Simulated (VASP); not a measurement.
Input:

```xyz
3
Lattice="1.5820 -2.7401 0.0000 1.5820 2.7401 0.0000 0.0000 0.0000 5.4210" Properties=species:S:1:pos:R:3 pbc="T T T"
Se     2.1081    -1.8288     3.6140
Se     2.1118     0.0000     0.0000
Se     2.1081     1.8288     1.8070
```

The numbers are results of r2SCAN meta-GGA, VASP's PBE PAW potentials (set 64) (plane waves; VASP), not measurements. Run with 500 eV cut-off, 11×11×6 Γ-centred mesh, first-order Methfessel-Paxton smearing of 0.10 eV, potentials Se.

### Question
The ions, cell shape and volume at an external pressure of 45.0 GPa are relaxed. Give the cell that the relaxation ends in.

### Answer

```xyz
3
Lattice="1.6182 -2.8027 0.0000 1.6182 2.8027 0.0000 0.0000 0.0000 5.2534" Properties=species:S:1:pos:R:3 pbc="T T T"
Se     2.1570    -1.8694     3.5023
Se     2.1587     0.0000     0.0000
Se     2.1570     1.8694     1.7511
```
Space group R-3m (166), at a tolerance of 0.03 Å.

### Question
How do energy and volume change from the first to the last step?

### Answer
The energy (σ→0) changes by -68.1 meV/atom and the volume by +1.4 %, in 9 ionic steps.

The compound is Se in the trig structure. This run relaxes it under an external pressure of 45 GPa. Symmetry was kept, so distortions that lower it aren't found.
